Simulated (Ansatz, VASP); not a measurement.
## CdCu: VASP beside Ansatz

```
Cd Cu
1.0
     0.00000    2.67005    2.67005
     2.67005    0.00000    2.67005
     2.67005    2.67005    0.00000
Cd Cu
1 1
Direct
  0.00000 0.00000 0.00000
  0.75000 0.75000 0.75000
```

Change from the starting cell: species swapped into the CdS type (F-43m, No. 216).

Alike in both runs: task single point; functional PBE; k mesh 6 × 6 × 6; occupations gaussian, width 0.1 eV; no spin polarisation.

|  | VASP | Ansatz |
| --- | --- | --- |
| version | VASP 6.6.1 | Ansatz 0.2.0 |
| potentials or method | VASP PAW PBE potentials, release 64 (Cd, Cu) | scalar-relativistic, plane waves, PAW |
| plane-wave cutoff (eV) | 520 | 420 |
| valence electrons in the cell | 23 | 39 |

VASP gave:

| Quantity | Value |
| --- | --- |
| gap on the k mesh at the Fermi level (eV) | none |
| pressure (GPa) | 27.1 |

Task: Which values does Ansatz return?

Result: gap on the k mesh at the Fermi level (eV): none; pressure (GPa): 25.9.

A gap of «none» marks a metal or a gap that the smearing closes. The two sets of potentials don't hold the same shells in valence.

Caveats: so large a pressure means that the cell lies far from this level's equilibrium, or that cutoff or potentials fall short (VASP).
